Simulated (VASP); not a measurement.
Given:

```yaml
crystal:
  lattice:
    - [0.00000, 2.39440, 2.39440]
    - [2.39440, 0.00000, 2.39440]
    - [2.39440, 2.39440, 0.00000]
  atoms:
    - { symbol: Ca, position: [0.00000, 0.00000, 0.00000] }
    - { symbol: O, position: [0.50000, 0.50000, 0.50000] }
```

Method: AM05 GGA, VASP's PBE PAW potentials (set 64) (plane waves; VASP). Numerical set-up: 520 eV cut-off, 10×10×10 Γ-centred mesh, Gaussian smearing of 0.050 eV, potentials Ca_sv O.

Question: Estimate the energy per atom (σ→0), band gap (on the k-mesh) with the smallest direct gap where there is one.

Answer: 
```yaml
band gap (on the k-mesh): 3.57 eV
smallest direct gap (on the k-mesh): 3.94 eV
energy per atom (σ→0): -6496 meV/atom
```

Total energies compare only between runs with the same potentials, cut-off and functional.

The compound is CaO in the rock salt structure. It was relaxed first.
